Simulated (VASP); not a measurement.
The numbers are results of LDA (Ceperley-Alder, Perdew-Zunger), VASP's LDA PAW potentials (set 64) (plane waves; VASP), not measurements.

Input for VASP

KPOINTS:
```
Automatic mesh
0
Gamma
8 8 3
0 0 0
```

### INCAR
```
! general
SYSTEM   =  Zr
PREC     =  Accurate
ENCUT    =  300
LREAL    =  F
LASPH    =  T

! electronic loop
EDIFF    =  1E-6
NELM     =  100
ALGO     =  Normal
LMAXMIX  =  4

! smearing
ISMEAR   =  0
SIGMA    =  0.3

! ions
ISIF     =  2

! output
LWAVE    =  F
LCHARG   =  F
```

File POSCAR:
```
Zr
1
    3.1852960000     0.0000000000     0.0000000000
   -1.5926480000     2.7585480000     0.0000000000
    0.0000000000     0.0000000000    10.2487130000
Zr
4
Direct
  0.0000000000   0.0000000000   0.0000000000
  0.0000000000   0.0000000000   0.5000000000
  0.3333330000   0.6666670000   0.2500000000
  0.6666670000   0.3333330000   0.7500000000
```

POTCAR, in this order: Zr_sv (LDA.64 set). Program: vasp_std.

At this cut-off the stress carries a Pulay error, which pulls relaxed volumes low. Gaps are read on the run's mesh, which can miss a band edge.

### Question
Predict the energy per atom (σ→0), pressure, band gap (on the k-mesh).

### Answer

| Item | Value |
|---|---|
| energy per atom (σ→0) | -9.228 eV/atom |
| band gap (on the k-mesh) | none (metal, semimetal or under 0.01 eV) |
| pressure | -35.2 kbar |

**OSZICAR**
```
...
DAV:   8    -0.370622706480E+02   -0.14792E-03   -0.12422E-01  1484   0.229E+00    0.108E+00
DAV:   9    -0.370609865194E+02    0.12841E-02   -0.83143E-02  1560   0.205E+00    0.278E-01
DAV:  10    -0.370584460299E+02    0.25405E-02   -0.14702E-02  1556   0.927E-01    0.270E-02
DAV:  11    -0.370584743895E+02   -0.28360E-04   -0.61182E-04  1452   0.148E-01    0.217E-02
DAV:  12    -0.370584733060E+02    0.10835E-05   -0.24288E-05  1740   0.275E-02    0.125E-02
DAV:  13    -0.370584711448E+02    0.21613E-05   -0.42389E-06  1112   0.171E-02    0.201E-03
DAV:  14    -0.370584711726E+02   -0.27830E-07   -0.45448E-07   808   0.535E-03
   1 F= -.37058471E+02 E0= -.36912511E+02  d E =-.291921E+00
```

The structure was generated: Zr was put into an ordered model structure, which need not be its known phase. The cell was not relaxed at this level. The run is one of a series of settings (SIGMA = 0.3, KPOINTS 8×8×3 Γ-centred mesh against the base run), some of them coarse on purpose.
